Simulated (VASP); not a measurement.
```
CELL_PARAMETERS angstrom
      1.22768    -2.12641     0.00000
      1.22768     2.12641     0.00000
      0.00000     0.00000     3.96035
ATOMIC_POSITIONS crystal
  Co 0.33333 0.66667 0.25000
  Co 0.66667 0.33333 0.75000
```
Starting moments (μB, in the order of the record's atoms Co Co): 1.6 1.6.

These are PBEsol GGA, VASP's PBE PAW potentials (set 64) (plane waves; VASP) values and carry that method's errors. Settings: 500 eV cut-off, 17×17×9 Γ-centred mesh, first-order Methfessel-Paxton smearing of 0.10 eV, potentials Co.

Q: What does the run give for the cell moment, energy per atom (σ→0), band gap (on the k-mesh) with the smallest direct gap where there is one?

A: 
The band gap (on the k-mesh) is none (metal, semimetal or under 0.01 eV). The cell moment is 3.16 μB and the energy per atom (σ→0) is -7.736 eV/atom.

Q: Give the moment on each site (PAW-sphere projection).

A: 
| site | moment (μB) |
|---|---|
| Co1 | 1.58 |
| Co2 | 1.58 |

Only differences to runs with the same potentials and settings are physical.

The compound is Co in the hcp structure. It was relaxed first, which changed the volume by -7 %.
